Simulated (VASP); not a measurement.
P (relaxed from the bcc structure, space group Im-3m): computed properties

Calculation: PBEsol GGA, VASP's PBE PAW potentials (set 64) (plane waves; VASP 6.6.1).

* **space group**: Im-3m (229)
* **cell**: a = b = c = 3.009 Å, α = β = γ = 90.00°
* **volume per atom**: 13.63 Å³/atom
* **band gap (over mesh and band path)**: none (metal, semimetal or under 0.01 eV)
* **density**: 3.77 g/cm³

P has the cubic space group Im-3m (No. 229), the bcc (W type) structure, Pearson symbol cI2. Lattice parameters: a = b = c = 3.0095 Å, α = β = γ = 90.00°. P on 2a is coordinated by 8 P at 2.606 Å (cubic). (Neighbours: up to the widest gap in distance over summed covalent radii, below 1.35, at either atom.)
(The calculation used a cell of 1 atom; values per cell refer to that cell.)

The structure was generated: P was put into the bcc type (Im-3m), which need not be its known phase. It was relaxed first, which changed the volume by -7 %. Symmetry was kept, so distortions that lower it aren't found.
